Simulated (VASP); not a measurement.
Given:

```
CELL_PARAMETERS angstrom
      0.00000     2.72255     2.72255
      2.72255     0.00000     2.72255
      2.72255     2.72255     0.00000
ATOMIC_POSITIONS crystal
  Ga 0.98623 0.98623 0.01377
  P  0.25000 0.25000 0.25000
```

Level of theory: r2SCAN meta-GGA, VASP's PBE PAW potentials (set 64) (plane waves; VASP). Numerical set-up: 480 eV cut-off, 8×8×8 Γ-centred mesh, Gaussian smearing of 0.050 eV, potentials Ga_d P.

Problem. Which forces act on the atoms, in eV/Å?

Solution. 
```
atom     Fx     Fy      Fz
----  -----  -----  ------
Ga1   0.000  0.000   0.776
P2    0.000  0.000  -0.776
```

Problem. Give the stress tensor in GPa (positive for a compressed cell).

Solution. 
```
 0.55  -2.23   0.00
-2.23   0.55   0.00
 0.00   0.00   0.29
```
The pressure is its mean diagonal, 0.46 GPa.

The compound is GaP in the zinc blende structure. This cell was strained or had an atom moved on purpose.
